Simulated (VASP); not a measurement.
**CsPt under changes of volume**

One of the cells (29.121 Å³/atom); the others are scaled copies at fixed shape and fractional positions:

```
CELL_PARAMETERS angstrom
3.45975 0.00000 0.00000
-1.72987 2.99623 0.00000
0.00000 0.00000 5.61839
ATOMIC_POSITIONS crystal
Cs 0.00000 0.00000 0.00000
Pt 0.33333 0.66667 0.50000
```

The cell was built by a generator and needn't be a form met in nature.

| Quantity | Value |
| --- | --- |
| Program | VASP 6.6.1 |
| Functional | PBE |
| Potentials or basis | VASP PAW PBE potentials, release 64 (Cs_sv, Pt) |
| Cutoff | 520 eV |
| k mesh | 9 × 9 × 5 |
| Occupations | fermi-dirac, width 0.05 eV |
| Spin | no spin polarisation |

```csv
volume (Å³/atom),energy over the lowest point (meV/atom),pressure (GPa)
26.837,?,?
27.408,9.07,2.0
27.979,3.28,1.2
29.121,0.00,-0.3
29.692,1.88,-0.9
30.263,5.73,-1.4
```

Problem. What does the run at 26.837 Å³/atom give?

Solution. Energy over the lowest point 18.14 meV/atom; pressure 3.0 GPa.

Worked out: A Birch-Murnaghan fit of order 3 (a polynomial in V^(-2/3)) to the other rows has its minimum at 28.92 Å³/atom with B0 = V·E''(V) = 33 GPa and B' = 5.4 at fixed shape and positions, which overstates the stiffness. It gives 18.13 meV/atom at 26.837 Å³/atom, against the run's 18.14, and -dE/dV = 3.0 GPa, against 3.0.

Energies are extrapolated to zero smearing.
